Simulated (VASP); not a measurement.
An input for Quantum ESPRESSO's pw.x (written as the equivalent of a VASP run, and not itself run):

```
&CONTROL
  calculation = 'vc-relax'
  pseudo_dir = './pseudo'
  outdir = './out'
  tprnfor = .true.
  tstress = .true.
  nstep = 40
  forc_conv_thr = 0.00078
/
&SYSTEM
  ibrav = 0
  nat = 2
  ntyp = 2
  ecutwfc = 88
  occupations = 'smearing'
  smearing = 'gaussian'
  degauss = 0.003675
  input_dft = 'pbesol'
/
&ELECTRONS
  conv_thr = 7.3e-08
  electron_maxstep = 100
/
&IONS
/
&CELL
/
ATOMIC_SPECIES
  Na 22.990 Na.upf
  I 126.904 I.upf
CELL_PARAMETERS angstrom
     0.0000000    3.1980133    3.1980133
     3.1980133    0.0000000    3.1980133
     3.1980133    3.1980133    0.0000000
ATOMIC_POSITIONS crystal
  Na   0.0000000  0.0000000  0.0000000
  I    0.5000000  0.5000000  0.5000000
K_POINTS automatic
  7 7 7 0 0 0
```

Problem. Write the VASP files for the same calculation (PBEsol).

Solution. Several could match; the one computed here: 
**INCAR**
```
SYSTEM = NaI
PREC = Accurate
ENCUT = 500
EDIFF = 1E-6
NELM = 100
ALGO = Normal
LREAL = .FALSE.
LASPH = .TRUE.
ISMEAR = 0
SIGMA = 0.05
GGA = PS
LMAXMIX = 4
LWAVE = .FALSE.
LCHARG = .FALSE.
IBRION = 2
ISIF = 3
NSW = 40
EDIFFG = -0.02
```

File KPOINTS:
```
Automatic mesh
0
gamma
  7 7 7
0 0 0
```

File POSCAR:
```
NaI
1
    0.0000000000     3.1980132767     3.1980132767
    3.1980132767     0.0000000000     3.1980132767
    3.1980132767     3.1980132767     0.0000000000
Na I
1 1
Direct
  0.0000000000   0.0000000000   0.0000000000
  0.5000000000   0.5000000000   0.5000000000
```

POTCAR, in this order: Na_pv I (PBE.64 set). Program: vasp_std.

The two are equivalent in intent, not identical: the potentials are each code's own (VASP's PAW set, PseudoDojo norm-conserving files in pw.x), so ENCUT and ecutwfc are chosen apart and not converted; conv_thr bounds pw.x's estimated SCF error, while EDIFF bounds the energy change between steps; forc_conv_thr acts on force components and is met together with etot_conv_thr.

The compound is NaI in the rock salt structure. It was relaxed first.
